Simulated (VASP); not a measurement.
# Rb2Re: structure and properties in VASP, part 2 of 3

What structure does Rb2Re take at this level, and what are its properties? The cell is generated by rule, not measured, and may not be a known phase. Left out of this account: 2 further runs (bands with PBE + SOC: VASP's path bands are not those of the converged potential at this level; relaxation: a spoilt try).

VASP 6.6.1; PBE; plane waves and PAW (Rb_sv, Re); invented cell.

Still holding for the runs below: This run has no spin polarisation. Its electron count is odd, so without a moment it is a metal by construction. The k-mesh is coarse for a metal.

So far. Step 2 (Rough relaxation of the start cell): It ends with a largest force of 0.035 eV/Å and a pressure of -0.06 GPa.

**3. Full relaxation (PBE)**

Properties are meant for the cell that this level of theory prefers, so cell and atoms are relaxed first (ISIF = 3) until forces and stress are small; EDIFFG sets the threshold.

INCAR reads:

```
SYSTEM = Rb2Re
PREC = Accurate
ENCUT = 400
EDIFF = 1E-06
NELM = 100
ISMEAR = -1
SIGMA = 0.05
LREAL = .FALSE.
ALGO = Normal
GGA = PE
NBANDS = 18
LORBIT = 11
LWAVE = .FALSE.
LCHARG = .FALSE.
IBRION = 2
NSW = 60
ISIF = 3
EDIFFG = -0.01
```

POSCAR reads:

```
Rb2Re
1.0
    6.3954963646      0.0000000000      0.0000000000
    0.0000000000      6.3954963646      0.0000000000
    0.0000000000      0.0000000000      2.9635084538
Rb Re
2 1
Direct
    0.5000000000      0.0000000000      0.8033822658
    0.0000000000      0.5000000000      0.8033822658
    0.0000000000      0.0000000000      0.2910495784
```

KPOINTS reads:

```
Automatic mesh
0
Gamma
4 4 8
0 0 0
```

Potentials, in the order of the species: Rb_sv and Re (PBE family, release 64).

Started as:

```
$ mpirun -np 1 vasp_std
```

The log of the run:

```text
[... set-up lines as in an earlier step ...]
 entering main loop
       N       E                     dE             d eps       ncg     rms          rms(c)
DAV:   1     0.110126163991E+03    0.11013E+03   -0.94733E+03  1648   0.110E+03
DAV:   2    -0.107090873907E+01   -0.11120E+03   -0.10834E+03  1972   0.314E+02
DAV:   3    -0.842084624404E+01   -0.73499E+01   -0.72167E+01  1824   0.693E+01
DAV:   4    -0.942727900578E+01   -0.10064E+01   -0.10040E+01  2022   0.118E+01
DAV:   5    -0.944806334421E+01   -0.20784E-01   -0.20713E-01  1556   0.219E+00    0.100E+01
DAV:   6    -0.890138309635E+01    0.54668E+00   -0.75760E-01  1784   0.358E+00    0.608E+00
DAV:   7    -0.866446947666E+01    0.23691E+00   -0.81716E-01  1792   0.121E+01    0.247E+00
DAV:   8    -0.862806970664E+01    0.36400E-01   -0.18523E-01  1896   0.278E+00    0.152E+00
DAV:   9    -0.862724259490E+01    0.82711E-03   -0.24936E-02  1580   0.199E+00    0.207E-01
DAV:  10    -0.862560307528E+01    0.16395E-02   -0.63217E-03  1896   0.309E-01    0.784E-02
DAV:  11    -0.862564966908E+01   -0.46594E-04   -0.75050E-04  1584   0.165E-01    0.260E-02
DAV:  12    -0.862573944608E+01   -0.89777E-04   -0.16050E-04  1664   0.648E-02    0.229E-02
DAV:  13    -0.862574910573E+01   -0.96597E-05   -0.31156E-05  1472   0.299E-02    0.111E-02
DAV:  14    -0.862575658375E+01   -0.74780E-05   -0.30227E-05  1376   0.416E-02    0.254E-03
DAV:  15    -0.862575700204E+01   -0.41829E-06   -0.23433E-06  1256   0.838E-03
   1 F= -.86257570E+01 E0= -.85961708E+01  d E =-.862576E+01
 curvature:   0.00 expect dE= 0.000E+00 dE for cont linesearch  0.000E+00
 trial: gam= 0.00000 g(F)=  0.703E-04 g(S)=  0.380E-01 ort = 0.000E+00 (trialstep = 0.100E+01)
 search vector abs. value=  0.381E-01
 bond charge predicted
       N       E                     dE             d eps       ncg     rms          rms(c)
DAV:   1    -0.872245780013E+01   -0.96701E-01   -0.58377E+00  1404   0.337E+01    0.148E+00
DAV:   2    -0.867627703182E+01    0.46181E-01   -0.13043E-01  1712   0.316E+00    0.901E-01
DAV:   3    -0.865409345067E+01    0.22184E-01   -0.55514E-02  1632   0.217E+00    0.401E-01
DAV:   4    -0.865096519453E+01    0.31283E-02   -0.14530E-02  1896   0.101E+00    0.145E-01
DAV:   5    -0.865091048819E+01    0.54706E-04   -0.46205E-04  1646   0.159E-01    0.599E-02
DAV:   6    -0.865088987114E+01    0.20617E-04   -0.10970E-04  1512   0.774E-02    0.154E-02
DAV:   7    -0.865089065208E+01   -0.78094E-06   -0.66317E-06  1496   0.257E-02
   2 F= -.86508907E+01 E0= -.86230023E+01  d E =-.251337E-01
[... from here on, the cycles between the ionic steps are left out ...]
   3 F= -.86527804E+01 E0= -.86253914E+01  d E =-.270234E-01
   4 F= -.86568110E+01 E0= -.86296882E+01  d E =-.403058E-02
   5 F= -.86572001E+01 E0= -.86301839E+01  d E =-.441966E-02
   6 F= -.86572109E+01 E0= -.86302156E+01  d E =-.443046E-02
   7 F= -.86572099E+01 E0= -.86302214E+01  d E =-.442945E-02
   8 F= -.86572438E+01 E0= -.86302603E+01  d E =-.339744E-04
   9 F= -.86573314E+01 E0= -.86303622E+01  d E =-.121530E-03
  10 F= -.86574427E+01 E0= -.86305093E+01  d E =-.232786E-03
  11 F= -.86574063E+01 E0= -.86305306E+01  d E =-.196395E-03
  12 F= -.86574694E+01 E0= -.86305630E+01  d E =-.259525E-03
 curvature:  -2.53 expect dE=-0.162E-03 dE for cont linesearch -0.273E-06
 trial: gam= 1.94240 g(F)=  0.946E-06 g(S)=  0.632E-04 ort = 0.184E-05 (trialstep = 0.702E+00)
 search vector abs. value=  0.190E-03
 bond charge predicted
       N       E                     dE             d eps       ncg     rms          rms(c)
DAV:   1    -0.865754730426E+01   -0.78242E-04   -0.13508E-02  1408   0.110E+00    0.626E-02
DAV:   2    -0.865752714149E+01    0.20163E-04   -0.45318E-04  1888   0.215E-01    0.267E-02
DAV:   3    -0.865750942639E+01    0.17715E-04   -0.10421E-04  1892   0.769E-02    0.223E-02
DAV:   4    -0.865749866514E+01    0.10761E-04   -0.34010E-05  1738   0.573E-02    0.642E-03
DAV:   5    -0.865749822454E+01    0.44060E-06   -0.13659E-06   798   0.792E-03
  13 F= -.86574982E+01 E0= -.86305435E+01  d E =-.288355E-04
 trial-energy change:   -0.000029  1 .order   -0.000032   -0.000048   -0.000017
 step:   1.0796(harm=  1.0796)  dis= 0.00229  next Energy=    -8.657506 (dE=-0.366E-04)
 reached required accuracy - stopping structural energy minimisation
```

Wall time 4.3 min (1 MPI rank of AMD EPYC 7R43, shared host); peak memory 0.18 GiB.

OUTCAR, selected parts (step 3):

```text
  LATTYP: Found a simple tetragonal cell.
 ALAT       =     6.3954963646
 C/A-ratio  =     0.4633742692

The static configuration has the point symmetry C_4v.

 Found     30 irreducible k-points:

   k-points           NKPTS =     30   k-points in BZ     NKDIM =     30   number of bands    NBANDS=     18

   dimension x,y,z NGX =    42 NGY =   42 NGZ =   20
   dimension x,y,z NGXF=    84 NGYF=   84 NGZF=   40

   ENCUT  =  400.0 eV  29.40 Ry    5.42 a.u.  10.43 10.43  4.83*2*pi/ulx,y,z

   NELECT =      25.0000    total number of electrons

 E-fermi :   1.3580

 k-point     1 :       0.0000    0.0000    0.0000
  band No.  band energies     occupation
    ...
      8      -9.2324      2.00000
      9      -2.8468      2.00000
     10      -0.3763      2.00000
     11       0.4662      2.00000
     12       0.6277      2.00000
     13       1.4633      0.21708
     14       3.2112      0.00000
     15       3.2112      0.00000
     16       3.2183      0.00000
     17       3.2183      0.00000
    ...

 k-point     2 :       0.2500    0.0000    0.0000
  band No.  band energies     occupation
    ...
      9      -2.6723      2.00000
     10      -0.2594      2.00000
     11       0.5500      2.00000
     12       0.6957      2.00000
     13       1.3849      0.73762
     14       2.8985      0.00000
     15       3.0310      0.00000
     16       3.2115      0.00000
     17       3.2261      0.00000
     18       4.8191      0.00000

  Total       -0.0199643     -0.0199643      0.0165121      0.0000000      0.0000000      0.0000000
  in kB       -0.2589121     -0.2589121      0.2141412      0.0000000      0.0000000      0.0000000
  external PRESSURE =      -0.1012277 kB  Pullay stress =       0.0000000 kB

  energy-cutoff  :      400.00
  volume of cell :      123.54
      direct lattice vectors                 reciprocal lattice vectors
     6.545565314  0.000000000  0.000000000     0.152775192  0.000000000  0.000000000
     0.000000000  6.545565314  0.000000000     0.000000000  0.152775192  0.000000000
     0.000000000 -0.000000000  2.883488705     0.000000000 -0.000000000  0.346802121

 POSITION                                       TOTAL-FORCE (eV/Angst)
 -----------------------------------------------------------------------------------
      3.27278     -0.00000      2.30541        -0.000000      0.000000     -0.000824
      0.00000      3.27278      2.30541         0.000000      0.000000     -0.000824
      0.00000     -0.00000      0.86151        -0.000000     -0.000000      0.001647
 -----------------------------------------------------------------------------------
    total drift:                                0.000000      0.000000     -0.000327

  FREE ENERGIE OF THE ION-ELECTRON SYSTEM (eV)
  ---------------------------------------------------
  free  energy   TOTEN  =        -8.6574982245 eV

  energy  without entropy=       -8.6035887734  energy(sigma->0) =       -8.63054350

 total charge
# of ion       s       p       d       tot
------------------------------------------
    1        1.964   5.330   0.062   7.356
    2        1.964   5.330   0.062   7.356
    3        0.630   0.147   4.631   5.409
--------------------------------------------------
tot          4.559  10.807   4.756  20.122

[... 2 parts as in an earlier step ...]

[... 7 further parts left out ...]
```

CONTCAR:

```
Rb2Re
   1.00000000000000
     6.5455653139324372    0.0000000000000000    0.0000000000000000
     0.0000000000000000    6.5455653139324372    0.0000000000000000
     0.0000000000000000   -0.0000000000000000    2.8834887049345053
  Rb              Re
     2     1
Direct
     0.5000000000000000    0.0000000000000000    0.7995201495871652
     0.0000000000000000    0.5000000000000000    0.7995201495871652
     0.0000000000000000    0.0000000000000000    0.2987738108256755
```

The steps of the relaxation:

```csv
step,energy less that of the first step (eV),largest force (eV/Å),pressure (GPa),volume (Å³)
1,0.0000,0.0312,-0.11,121.21
2,-0.0251,0.0260,0.28,120.69
3,-0.0270,0.0243,0.46,120.49
4,-0.0311,0.0214,0.13,122.58
5,-0.0314,0.0204,0.02,123.34
6,-0.0315,0.0203,0.00,123.47
7,-0.0315,0.0202,-0.01,123.53
8,-0.0315,0.0202,-0.01,123.52
9,-0.0316,0.0157,0.00,123.51
10,-0.0317,0.0073,0.01,123.49
11,-0.0316,0.0072,0.03,123.45
12,-0.0317,0.0036,0.02,123.48
13,-0.0317,0.0016,-0.01,123.54
```

```csv
"conventional cell, symmetrised",before,after,change
a (Å),6.395,6.546,+2.3 %
b (Å),6.395,6.546,+2.3 %
c (Å),2.964,2.883,-2.7 %
volume (Å³/atom),40.40,41.18,+1.9 %
```

The atoms that moved most (Å, as changes of fractional coordinates times the final cell):

```csv
atom,dx,dy,dz,length
Re3,0.000,0.000,0.022,0.022
Rb1,0.000,0.000,-0.011,0.011
Rb2,0.000,0.000,-0.011,0.011
```

Final coordinates:

```xyz
3
Lattice="6.5456 0.0000 0.0000 0.0000 6.5456 0.0000 0.0000 0.0000 2.8835" Properties=species:S:1:pos:R:3 pbc="T T T"
Rb    3.2728    0.0000    2.3054
Rb    0.0000    3.2728    2.3054
Re    0.0000    0.0000    0.8615
```

This step gave:

```
irreducible k-points            : 30
free energy (TOTEN)             : -8.657 eV
energy at zero smearing         : -8.631 eV
Fermi energy                    : 1.358 eV
pressure                        : -0.01012 GPa
SCF cycles over all ionic steps : 85
```

It ends with a largest force of 0.002 eV/Å and a pressure of -0.01 GPa.

**4. Second relaxation**

The basis stayed that of the start cell while the cell moved. A rerun from the cell reached resets it; the error of the finite cutoff stays.

INCAR is that of step 3.

POSCAR reads:

```
Rb2Re
1.0
    6.5455653100      0.0000000000      0.0000000000
    0.0000000000      6.5455653100      0.0000000000
    0.0000000000      0.0000000000      2.8834887000
Rb Re
2 1
Direct
    0.5000000000      0.0000000000      0.5000000000
    0.0000000000      0.5000000000      0.5000000000
    0.0000000000      0.0000000000      0.0000000000
```

KPOINTS is that of step 3.

The cell reached was symmetrised within 0.01 Å before this step, which raises the operations from 8 to 16, which the run then keeps.

Started as:

```
$ mpirun -np 1 vasp_std
```

The log of the run:

```text
[... set-up lines as in an earlier step ...]
 entering main loop
       N       E                     dE             d eps       ncg     rms          rms(c)
DAV:   1     0.118005029309E+03    0.11801E+03   -0.96275E+03  1650   0.103E+03
DAV:   2    -0.644980024608E-01   -0.11807E+03   -0.11537E+03  1924   0.332E+02
DAV:   3    -0.861779147325E+01   -0.85533E+01   -0.83812E+01  1902   0.711E+01
DAV:   4    -0.950661080026E+01   -0.88882E+00   -0.88634E+00  2000   0.114E+01
DAV:   5    -0.953569425455E+01   -0.29083E-01   -0.29050E-01  1580   0.232E+00    0.106E+01
DAV:   6    -0.895463628232E+01    0.58106E+00   -0.56249E-01  1752   0.388E+00    0.610E+00
DAV:   7    -0.865922993412E+01    0.29541E+00   -0.74832E-01  1472   0.106E+01    0.245E+00
DAV:   8    -0.866080337351E+01   -0.15734E-02   -0.57343E-02  1944   0.186E+00    0.146E+00
DAV:   9    -0.866674702945E+01   -0.59437E-02   -0.73003E-02  1856   0.279E+00    0.444E-01
DAV:  10    -0.865797859329E+01    0.87684E-02   -0.32196E-02  1840   0.860E-01    0.102E-01
DAV:  11    -0.865796819241E+01    0.10401E-04   -0.74691E-04  1496   0.128E-01    0.660E-02
DAV:  12    -0.865798067805E+01   -0.12486E-04   -0.20471E-04  1736   0.791E-02    0.306E-02
DAV:  13    -0.865800266613E+01   -0.21988E-04   -0.57279E-05  1616   0.606E-02    0.221E-02
DAV:  14    -0.865799478098E+01    0.78851E-05   -0.88662E-05  1584   0.507E-02    0.495E-03
DAV:  15    -0.865799532816E+01   -0.54718E-06   -0.64819E-06  1304   0.227E-02
   1 F= -.86579953E+01 E0= -.86310582E+01  d E =-.865800E+01
 curvature:   0.00 expect dE= 0.000E+00 dE for cont linesearch  0.000E+00
 trial: gam= 0.00000 g(F)=  0.000E+00 g(S)=  0.159E-04 ort = 0.000E+00 (trialstep = 0.100E+01)
 search vector abs. value=  0.159E-04
 reached required accuracy - stopping structural energy minimisation
```

Run time: 56 s. Hardware: 1 MPI rank; peak memory 0.18 GiB.

OUTCAR, selected parts (step 4):

```text
  LATTYP: Found a simple tetragonal cell.
 ALAT       =     6.5455653100
 C/A-ratio  =     0.4405255411

 Subroutine GETGRP returns: Found 16 space group operations
 (whereof 16 operations were pure point group operations)

The static configuration has the point symmetry D_4h.

 Found     30 irreducible k-points:

   dimension x,y,z NGX =    48 NGY =   48 NGZ =   20
   dimension x,y,z NGXF=    96 NGYF=   96 NGZF=   40

   ENCUT  =  400.0 eV  29.40 Ry    5.42 a.u.  10.67 10.67  4.70*2*pi/ulx,y,z

   NELECT =      25.0000    total number of electrons

 E-fermi :   1.3573

 k-point     1 :       0.0000    0.0000    0.0000
  band No.  band energies     occupation
    ...
      8      -9.2333      2.00000
      9      -2.8475      2.00000
     10      -0.3769      2.00000
     11       0.4657      2.00000
     12       0.6270      2.00000
     13       1.4631      0.21497
     14       3.2105      0.00000
     15       3.2105      0.00000
     16       3.2179      0.00000
     17       3.2179      0.00000
    ...

 k-point     2 :       0.2500    0.0000    0.0000
  band No.  band energies     occupation
    ...
      9      -2.6731      2.00000
     10      -0.2600      2.00000
     11       0.5495      2.00000
     12       0.6950      2.00000
     13       1.3846      0.73331
     14       2.8981      0.00000
     15       3.0306      0.00000
     16       3.2107      0.00000
     17       3.2254      0.00000
     18       4.9175      0.00000

  Total        0.0121028      0.0121028      0.0264165      0.0000000      0.0000000      0.0000000
  in kB        0.1569585      0.1569585      0.3425885      0.0000000      0.0000000      0.0000000
  external PRESSURE =       0.2188352 kB  Pullay stress =       0.0000000 kB

  energy-cutoff  :      400.00
  volume of cell :      123.54
      direct lattice vectors                 reciprocal lattice vectors
     6.545565310  0.000000000  0.000000000     0.152775192  0.000000000  0.000000000
     0.000000000  6.545565310  0.000000000     0.000000000  0.152775192  0.000000000
     0.000000000  0.000000000  2.883488700     0.000000000  0.000000000  0.346802122

 POSITION                                       TOTAL-FORCE (eV/Angst)
 -----------------------------------------------------------------------------------
      3.27278      0.00000      1.44174         0.000000      0.000000      0.000000
      0.00000      3.27278      1.44174         0.000000      0.000000      0.000000
      0.00000      0.00000      0.00000         0.000000      0.000000      0.000000
 -----------------------------------------------------------------------------------
    total drift:                                0.000000      0.000000     -0.000000

  FREE ENERGIE OF THE ION-ELECTRON SYSTEM (eV)
  ---------------------------------------------------
  free  energy   TOTEN  =        -8.6579953282 eV

  energy  without entropy=       -8.6041211104  energy(sigma->0) =       -8.63105822

 total charge
# of ion       s       p       d       tot
------------------------------------------
    1        1.964   5.330   0.062   7.357
    2        1.964   5.330   0.062   7.357
    3        0.630   0.147   4.632   5.409
--------------------------------------------------
tot          4.559  10.807   4.757  20.122

[... 3 parts as in an earlier step ...]

[... 6 further parts left out ...]
```

CONTCAR:

```
Rb2Re
   1.00000000000000
     6.5455653099999997    0.0000000000000000    0.0000000000000000
     0.0000000000000000    6.5455653099999997    0.0000000000000000
     0.0000000000000000    0.0000000000000000    2.8834887000000000
  Rb              Re
     2     1
Direct
     0.5000000000000000    0.0000000000000000    0.5000000000000000
     0.0000000000000000    0.5000000000000000    0.5000000000000000
     0.0000000000000000    0.0000000000000000    0.0000000000000000
```

The run keeps the 16 symmetry operations of its start, so it cannot find a distortion of lower symmetry.

Little changed from the start: no atom moved by 0.005 Å and no cell edge by 0.1 %.

This step gave:

```
symmetry operations             : 16
free energy (TOTEN)             : -8.658 eV
Fermi energy                    : 1.357 eV
pressure                        : 0.02188 GPa
SCF cycles over all ionic steps : 15
```

It ends with forces that vanish by symmetry and a pressure of 0.02 GPa. The volume moved by under 0.01 %: the run met its threshold at the first step.

**5. Density, ELF and potential (PBE)**

A single point on the relaxed cell gives a clean self-consistent state, with density, ELF and potential written out.

INCAR, as its differences from that of step 4:

```diff
@@ -13,6 +13,5 @@
 LWAVE = .FALSE.
-LCHARG = .FALSE.
-IBRION = 2
-NSW = 60
-ISIF = 3
-EDIFFG = -0.01
+LCHARG = .TRUE.
+ISIF = 2
+LELF = .TRUE.
+LVHAR = .TRUE.
```

POSCAR is that of step 4.

KPOINTS is that of step 4.

Started as:

```
$ mpirun -np 1 vasp_std
```

The log of the run:

```text
[... set-up lines as in an earlier step ...]
 entering main loop
       N       E                     dE             d eps       ncg     rms          rms(c)
[... 15 cycles as in an earlier step ...]
   1 F= -.86579953E+01 E0= -.86310582E+01  d E =-.538742E-01
```

Wall time 57 s (1 MPI rank); peak memory 0.18 GiB.

From OUTCAR (step 5):

```text
   NELECT =      25.0000    total number of electrons

 E-fermi :   1.3573

[... 20 parts as in an earlier step ...]

[... 2 further parts left out ...]
```

This step gave:

```
SCF cycles : 15
```

Valence electrons inside each PAW sphere by angular momentum. Sphere charges, by row:

```csv
atom,s (e),p (e),d (e),tot (e)
Rb1,1.964,5.33,0.062,7.357
Rb2,1.964,5.33,0.062,7.357
Re3,0.63,0.147,4.632,5.409
```

Electrostatic potential energy in the ac plane at fractional y = 0.000, with atoms of Rb and Re within 0.2 Å of it. With pseudopotentials it is smooth inside the atoms' cores, unlike the true potential.

Ten even steps from '_' (-29 eV) to '@' (3 eV), each cell a mean:
```
__..==##@@@@%%####**##%%@@@@@@**::__
::--**%%@@@@%%**++==++##%%@@@@##++::
**##%%@@@@@@##==::::--++%%@@@@@@##**
%%@@@@@@@@%%**--..__::++##@@@@@@@@%%
##%%@@@@@@@@**==::..::++%%@@@@@@%%##
==++##@@@@@@##++==--==**%%@@@@%%**==
__::++%%@@@@%%##**++**##@@@@@@##--..
____==##@@@@@@%%######%%@@@@%%**::__
```
Columns run along a (6.5 Å; values clipped at the 3rd and 97th percentile), rows up along c (2.9 Å). Atoms in or near the plane, at fractional coordinates: Rb at (0.50, 0.50), Re at (0.00, 0.00).

ELF in the ac plane at fractional y = 0.000, with atoms of Rb and Re within 0.2 Å of it. It is the smooth field of the valence electrons, not physical close to the nuclei.

Values, 5 rows by 16 columns, each cell a mean:
```
0.03 0.10 0.32 0.39 0.24 0.12 0.34 0.54 0.58 0.46 0.19 0.14 0.35 0.37 0.21 0.04
0.32 0.31 0.33 0.29 0.12 0.39 0.80 0.80 0.77 0.83 0.65 0.17 0.19 0.34 0.32 0.32
0.42 0.43 0.43 0.27 0.11 0.51 0.83 0.66 0.56 0.78 0.75 0.23 0.16 0.38 0.44 0.42
0.22 0.23 0.30 0.31 0.14 0.28 0.73 0.83 0.83 0.81 0.52 0.13 0.23 0.32 0.26 0.22
0.06 0.07 0.34 0.43 0.30 0.09 0.15 0.28 0.31 0.22 0.09 0.17 0.40 0.40 0.20 0.01
```
Columns run along a (6.5 Å), rows up along c (2.9 Å). Atoms in or near the plane, at fractional coordinates: Rb at (0.50, 0.50), Re at (0.00, 0.00).

Valence density in the ac plane at fractional y = 0.000, with atoms of Rb and Re within 0.2 Å of it. It is the smooth field of the valence electrons, not physical close to the nuclei.

Values in e/Å³, 5 rows by 16 columns, each cell a mean:
```
1.1 0.8 0.5 0.2 0.1 0.1 0.2 0.5 0.6 0.4 0.1 0.1 0.1 0.3 0.7 1.0
0.6 0.4 0.2 0.1 0.1 0.3 1.0 1.8 2.0 1.5 0.6 0.1 0.1 0.2 0.3 0.5
0.4 0.3 0.2 0.1 0.1 0.4 1.4 2.2 2.2 1.9 0.8 0.2 0.1 0.1 0.2 0.3
0.8 0.5 0.3 0.1 0.1 0.2 0.7 1.4 1.6 1.1 0.4 0.1 0.1 0.2 0.4 0.7
1.2 0.9 0.6 0.2 0.1 0.1 0.1 0.2 0.3 0.2 0.1 0.1 0.1 0.4 0.8 1.1
```
Columns run along a (6.5 Å), rows up along c (2.9 Å). Atoms in or near the plane, at fractional coordinates: Rb at (0.50, 0.50), Re at (0.00, 0.00).

In this run the pressure is 0.02 GPa, small enough to go on.

(Part 2 of 3 ends here.)

[Lines on the potential files, build, host, timing and source positions are cut from VASP's logs without a mark.]

[Logs are printed without paths, hosts, clocks, repeated set-up lines and the standing remarks that a program may print on its own settings, such as how far it seeks lower states.]

[Hosts, paths, dates, database ids (printed as entryN), source tags and the programs' standing remarks are cut or masked in the printed files.]

[A measured line is paired with the nearest computed mode of its activity, which favours agreement.]
